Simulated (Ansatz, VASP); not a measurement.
# Cross-check of SbP between VASP and Ansatz, part 2 of 2

Aim: how closely do two programs agree when they are given the same cell, functional and k mesh? The cell is generated by rule, not measured, and may not be a known phase. The cell is taken from a series of runs on this material, whose earlier steps may have relaxed, scaled, displaced or heated it; both programs get it as it stands.

VASP 6.6.1 and Ansatz 0.2.0.

So far: The starting structure; VASP: relaxation of cell and atoms, LDA, pair 1; Ansatz: relaxation of cell and atoms, LDA, pair 1; Side by side.

## Step 5: VASP: relaxation of cell and atoms, LDA, pair 2

Level of this step: LDA; plane waves and PAW (Sb, P); invented cell (VASP).

The relaxed volume is the usual yardstick between codes: in a stiff, nearly cubic crystal its relative difference is about their pressure difference at one cell divided by the bulk modulus. Its start cell is another than that of the pair before, and may be another structure of the material.

INCAR

```
SYSTEM = SbP
PREC = Accurate
ENCUT = 500
EDIFF = 1E-07
NELM = 120
ISMEAR = 1
SIGMA = 0.15
LREAL = .FALSE.
ALGO = Normal
GGA = CA
NBANDS = 16
LORBIT = 11
LWAVE = .FALSE.
LCHARG = .FALSE.
ISIF = 3
IBRION = 2
NSW = 80
EDIFFG = -0.005
LASPH = .TRUE.
GGA_COMPAT = .FALSE.
NELMIN = 4
KPAR = 2
```

POSCAR

```
SbP
1.0
    4.6687500000      0.0000000000      0.0000000000
   -2.3343750000      4.0432560000      0.0000000000
    0.0000000000      0.0000000000      5.6476500000
Sb P
2 2
Direct
    0.3333333333      0.6666666667      0.2373033031
    0.6666666667      0.3333333333      0.7373033031
    0.6666666667      0.3333333333      0.2815094774
    0.3333333333      0.6666666667      0.7815094774
```

KPOINTS

```
Automatic mesh
0
Gamma
9 9 8
0 0 0
```

The projector-augmented-wave data sets are Sb and P (LDA family, release 64).

The run is started by

```console
mpirun -np 2 vasp_std
```

Numbers of over 12 decimals in the logs are rounded to 6 here.

Log:

```text
[... set-up lines as in an earlier step ...]
 entering main loop
       N       E                     dE             d eps       ncg     rms          rms(c)
DAV:   1     0.899820559842E+02    0.89982E+02   -0.71963E+03  1920   0.983E+02
DAV:   2    -0.142638395932E+02   -0.10425E+03   -0.10109E+03  2624   0.168E+02
DAV:   3    -0.208281412862E+02   -0.65643E+01   -0.64955E+01  2576   0.479E+01
DAV:   4    -0.209110738893E+02   -0.82933E-01   -0.82893E-01  2440   0.635E+00
[...]
DAV:  12    -0.204859807244E+02    0.44493E-05   -0.14097E-05  2216   0.205E-02    0.106E-02
DAV:  13    -0.204859807069E+02    0.17549E-07   -0.21199E-06  2664   0.742E-03    0.267E-03
DAV:  14    -0.204859806735E+02    0.33434E-07   -0.18071E-07  1504   0.215E-03
   1 F= -.20485981E+02 E0= -.20486314E+02  d E =-.204860E+02
[... from here on, the cycles between the ionic steps are left out ...]
   2 F= -.20486476E+02 E0= -.20486798E+02  d E =-.495821E-03
   3 F= -.20486551E+02 E0= -.20486875E+02  d E =-.570338E-03
   4 F= -.20486629E+02 E0= -.20486961E+02  d E =-.783782E-04
   5 F= -.20486724E+02 E0= -.20487074E+02  d E =-.172951E-03
   6 F= -.20486723E+02 E0= -.20487078E+02  d E =0.585431E-06
   7 F= -.20486740E+02 E0= -.20487092E+02  d E =-.160155E-04
[...]
reached required accuracy - stopping structural energy minimisation
```

From OUTCAR (step 5):

```text
  Total       -0.0007695     -0.0007695      0.0014811     -0.0000000      0.0000000      0.0000000
  in kB       -0.0114829     -0.0114829      0.0221026     -0.0000000      0.0000000      0.0000000
  external PRESSURE =      -0.0002877 kB  Pullay stress =       0.0000000 kB

 POSITION                                       TOTAL-FORCE (eV/Angst)
 -----------------------------------------------------------------------------------
     -0.00000      2.69995      1.34099        -0.000000     -0.000000      0.000722
      2.33823      1.34997      4.17539        -0.000000     -0.000000      0.000722
      2.33823      1.34997      1.60005         0.000000      0.000000     -0.000722
     -0.00000      2.69995      4.43444         0.000000      0.000000     -0.000722
 -----------------------------------------------------------------------------------
    total drift:                               -0.000000     -0.000000     -0.000271

  FREE ENERGIE OF THE ION-ELECTRON SYSTEM (eV)
  ---------------------------------------------------
  free  energy   TOTEN  =       -20.4867399783 eV

  energy  without entropy=      -20.4877962321  energy(sigma->0) =      -20.48709206

[... 1 part as in an earlier step ...]

[... 3 further parts left out ...]
[key lines of the parts left out:]
E-fermi :   6.0288
```

## Step 6: Ansatz: relaxation of cell and atoms, LDA, pair 2

The same cell, functional (in two slightly different forms), mesh and smearing now go to Ansatz, which takes its cutoff from its data sets.

The cell is taken from a series of runs on this material, whose earlier steps may have relaxed, scaled, displaced or heated it; both programs get it as it stands.

input.yaml

```yaml
crystal:
  lattice:
    - [4.668750019, 0.0, 0.0]
    - [-2.3343750095, 4.0432561204, 0.0]
    - [0.0, 0.0, 5.6476499353]
  atoms:
    - { symbol: Sb, position: [0.3333333333, 0.6666666667, 0.2373033146] }
    - { symbol: Sb, position: [0.6666666667, 0.3333333333, 0.7373033146] }
    - { symbol: P, position: [0.6666666667, 0.3333333333, 0.2815095529] }
    - { symbol: P, position: [0.3333333333, 0.6666666667, 0.7815095529] }
kpoints:
  mp_grid: { grid: [9, 9, 8] }
hamiltonian:
  xc: lda
scf:
  occupations: { method: methfessel_paxton, width: 0.15 }
output:
  forces: true
  stress: true
  eigenvalues: true
relax:
  adjacent_minimum: "off"
  f_tol: 0.001
  max_steps: 60
  cell: { stress_tol: 0.01 }
```

The run is started by

```console
ansatz run input.yaml --threads 4 --pin off --max-ram 7168MiB --backend cpu --events-out ev --progress --plain --runs-dir out
```

Log:

```text
[...]
Crystal: 4 atoms, lattice volume = 106.610 Å³
Basis set: ecut = 420 eV, 2101 PW (Γ)
Bands: 24, of which v1, the nominal top of the filled ones, is band 20 counted from 1 (19 counted from 0)
Symmetry: 12 space group operations
[...]
k-points: 60 of 648 (time reversal used)
[...]
cell:  # Å, volume = 107.2010 Å³
    - [4.672468, 0, 1.227558789626311e-18]
    - [-2.336234, 4.046476, -6.137793948131608e-19]
    - [1.4849418560798942e-18, 0, 5.669903]
  atoms:
    - { symbol: Sb, position: [0.333333, 0.666667, 0.235845] }
    - { symbol: Sb, position: [0.666667, 0.333333, 0.735845] }
    - { symbol: P, position: [0.666667, 0.333333, 0.282968] }
    - { symbol: P, position: [0.333333, 0.666667, 0.782968] }
[key lines of the parts left out:]
SCF converged after 6 iterations
Free energy (F): -14122.383565 eV
Fermi energy:    7.857904 eV
P = ⅓ Tr σ = 0.0008 GPa (0.008 kbar)
```

## Step 7: Differences

What differs besides the data sets and the points named for the pairs above, as far as they apply: the data sets hold 40 valence electrons in Ansatz (on its default PAW (the set named soft_2) files) and 20 in VASP. Total energies have different zeros and are not compared.

The two programs side by side:

| quantity | Ansatz | VASP | difference |
| --- | --- | --- | --- |
| volume (Å³) | 107.20 | 107.36 | -0.15 % |
| edge a after relaxation, in the typed setting (Å) | 4.673 | 4.676 | -0.09 % |
| edge c after relaxation, in the typed setting (Å) | 5.670 | 5.669 | +0.02 % |

## Step 8: VASP: relaxation of cell and atoms, LDA, pair 3

The relaxed volume is the usual yardstick between codes: in a stiff, nearly cubic crystal its relative difference is about their pressure difference at one cell divided by the bulk modulus.

INCAR: that of step 5 with these lines changed.

```diff
@@ -5,4 +5,4 @@
 NELM = 120
-ISMEAR = 1
-SIGMA = 0.15
+ISMEAR = 0
+SIGMA = 0.1
 LREAL = .FALSE.
```

POSCAR

```
SbP
1.0
    4.3820890000     -0.0000030000      0.0000000000
   -2.1910420000      3.7950020000      0.0000000000
    0.0000000000      0.0000000000      6.3250000000
Sb P
2 2
Direct
    0.3333333655      0.6666665788      0.2500000000
    0.6666666345      0.3333334212      0.7500000000
    0.6666666345      0.3333334212      0.2500000000
    0.3333333655      0.6666665788      0.7500000000
```

KPOINTS

```
Automatic mesh
0
Gamma
9 9 6
0 0 0
```

The run is started by

```console
mpirun -np 2 vasp_std
```

Log:

```text
[... set-up lines as in an earlier step ...]
 entering main loop
       N       E                     dE             d eps       ncg     rms          rms(c)
DAV:   1     0.923655729747E+02    0.92366E+02   -0.72108E+03  1536   0.981E+02
DAV:   2    -0.131189832174E+02   -0.10548E+03   -0.10230E+03  2064   0.171E+02
DAV:   3    -0.199712456564E+02   -0.68523E+01   -0.67579E+01  2096   0.482E+01
DAV:   4    -0.200601206380E+02   -0.88875E-01   -0.88821E-01  1824   0.649E+00
[...]
DAV:  12    -0.196377434718E+02    0.24935E-05   -0.97494E-06  1856   0.172E-02    0.116E-02
DAV:  13    -0.196377434750E+02   -0.31478E-08   -0.14587E-06  2024   0.617E-03    0.163E-03
DAV:  14    -0.196377434803E+02   -0.53083E-08   -0.52490E-08  1248   0.129E-03
   1 F= -.19637743E+02 E0= -.19632399E+02  d E =-.196377E+02
[... from here on, the cycles between the ionic steps are left out ...]
   2 F= -.20278919E+02 E0= -.20273404E+02  d E =-.641175E+00
   3 F= -.20281223E+02 E0= -.20277094E+02  d E =-.643480E+00
   4 F= -.20289327E+02 E0= -.20284927E+02  d E =-.651584E+00
   5 F= -.20393537E+02 E0= -.20386706E+02  d E =-.104210E+00
   6 F= -.20421632E+02 E0= -.20415302E+02  d E =-.132304E+00
   7 F= -.20440774E+02 E0= -.20435342E+02  d E =-.191427E-01
   8 F= -.20443413E+02 E0= -.20437890E+02  d E =-.217815E-01
   9 F= -.20443406E+02 E0= -.20437874E+02  d E =-.217741E-01
  10 F= -.20443473E+02 E0= -.20437955E+02  d E =-.675506E-04
  11 F= -.20443473E+02 E0= -.20437954E+02  d E =-.675829E-04
  12 F= -.20443479E+02 E0= -.20437971E+02  d E =-.605443E-05
 trial-energy change:   -0.000006  1 .order   -0.000006   -0.000018    0.000006
 step:   0.6842(harm=  0.6842)  dis= 0.00000  next Energy=   -20.443480 (dE=-0.683E-05)
 reached required accuracy - stopping structural energy minimisation
```

OUTCAR, selected parts (step 8):

```text
  Total        0.0090979      0.0090979     -0.0020990     -0.0000000      0.0000000      0.0000000
  in kB        0.1399431      0.1399431     -0.0322860     -0.0000000      0.0000000      0.0000000
  external PRESSURE =       0.0825334 kB  Pullay stress =       0.0000000 kB

 POSITION                                       TOTAL-FORCE (eV/Angst)
 -----------------------------------------------------------------------------------
      0.00000      2.68835      1.38681         0.000000     -0.000000      0.000000
      2.32818      1.34418      4.16042        -0.000000      0.000000     -0.000000
      2.32818      1.34418      1.38681        -0.000000      0.000000      0.000000
      0.00000      2.68835      4.16042         0.000000     -0.000000      0.000000
 -----------------------------------------------------------------------------------
    total drift:                               -0.000012     -0.000042     -0.000002

  FREE ENERGIE OF THE ION-ELECTRON SYSTEM (eV)
  ---------------------------------------------------
  free  energy   TOTEN  =       -20.4434793750 eV

  energy  without entropy=      -20.4324625105  energy(sigma->0) =      -20.43797094

[... 1 part as in an earlier step ...]

[... 3 further parts left out ...]
[key lines of the parts left out:]
E-fermi :   6.3165
```

## Step 9: Ansatz: relaxation of cell and atoms, LDA, pair 3

The same cell, functional (in two slightly different forms), mesh and smearing now go to Ansatz, which takes its cutoff from its data sets.

The cell is taken from a series of runs on this material, whose earlier steps may have relaxed, scaled, displaced or heated it; both programs get it as it stands.

input.yaml

```yaml
crystal:
  lattice:
    - [4.38209, 0.0, 0.0]
    - [-2.19104, 3.795, 0.0]
    - [0.0, 0.0, 6.325]
  atoms:
    - { symbol: Sb, position: [0.333333, 0.666667, 0.25] }
    - { symbol: Sb, position: [0.666667, 0.333333, 0.75] }
    - { symbol: P, position: [0.666667, 0.333333, 0.25] }
    - { symbol: P, position: [0.333333, 0.666667, 0.75] }
kpoints:
  mp_grid: { grid: [9, 9, 6] }
hamiltonian:
  xc: lda
scf:
  occupations: { method: gaussian, width: 0.1 }
output:
  forces: true
  stress: true
  eigenvalues: true
  write_density: true
  write_potential: true
  elf: true
  volumetric_format: npy
relax:
  adjacent_minimum: "off"
  f_tol: 0.005
  max_steps: 80
  cell: { stress_tol: 0.05 }
```

The run is started by

```console
ansatz run input.yaml --threads 4 --pin off --max-ram 7168MiB --backend cpu --events-out ev --progress --plain --runs-dir out
```

Log:

```text
[...]
--- Relaxed structure (7 steps of the walk, 7 accepted, 1 SCFs on fresh bases) ---
[...]
cell:  # Å, volume = 103.9478 Å³
    - [4.652736, -3.0650426926316623e-6, 0.0]
    - [-2.326365, 4.029389, 0.0]
    - [0.0, 0.0, 5.544569]
  atoms:
    - { symbol: Sb, position: [0.333333, 0.666667, 0.25] }
    - { symbol: Sb, position: [0.666667, 0.333333, 0.750000] }
    - { symbol: P, position: [0.666667, 0.333333, 0.25] }
    - { symbol: P, position: [0.333333, 0.666667, 0.750000] }
[key lines of the parts left out:]
SCF converged after 6 iterations
Free energy (F): -14122.333018 eV
Fermi energy:    8.206162 eV
P = ⅓ Tr σ = -0.0113 GPa (-0.113 kbar)
```

## Step 10: Side by side

What differs besides the data sets and the points named for the pairs above, as far as they apply: the data sets hold 40 valence electrons in Ansatz (on its default PAW (the set named soft_2) files) and 20 in VASP. Total energies have different zeros and are not compared.

The two programs side by side:

| quantity | Ansatz | VASP | difference |
| --- | --- | --- | --- |
| volume (Å³) | 103.95 | 104.16 | -0.20 % |
| edge a after relaxation, in the typed setting (Å) | 4.653 | 4.656 | -0.08 % |
| edge c after relaxation, in the typed setting (Å) | 5.545 | 5.547 | -0.05 % |

## Step 11: Summary of results

```json
{"difference in volume (relaxation of cell and atoms, LDA, pair 1)": "-0.24 %", "difference in volume (relaxation of cell and atoms, LDA, pair 2)": "-0.15 %", "difference in volume (relaxation of cell and atoms, LDA, pair 3)": "-0.20 %"}
```

The difference in volume is -0.24 % (relaxation of cell and atoms, LDA, pair 1), within the 1.2 % picked in this series as the mark of a large difference, as far as the stopping tolerances let one tell. The data sets hold unlike numbers of valence electrons (40 in Ansatz and 20 in VASP), so part of the differences comes from the potentials. 3 further runs of this series are not shown here. Such differences can come from data sets, numerical settings and the points named under the comparisons, not from the functional's error against experiment.

[Lines on the potential files, build, host, timing and source positions are cut from VASP's logs without a mark.]

[Logs are printed without paths, hosts, clocks, repeated set-up lines and the standing remarks that a program may print on its own settings, such as how far it seeks lower states.]

[Hosts, paths, dates, database ids (printed as entryN), source tags and the programs' standing remarks are cut or masked in the printed files.]
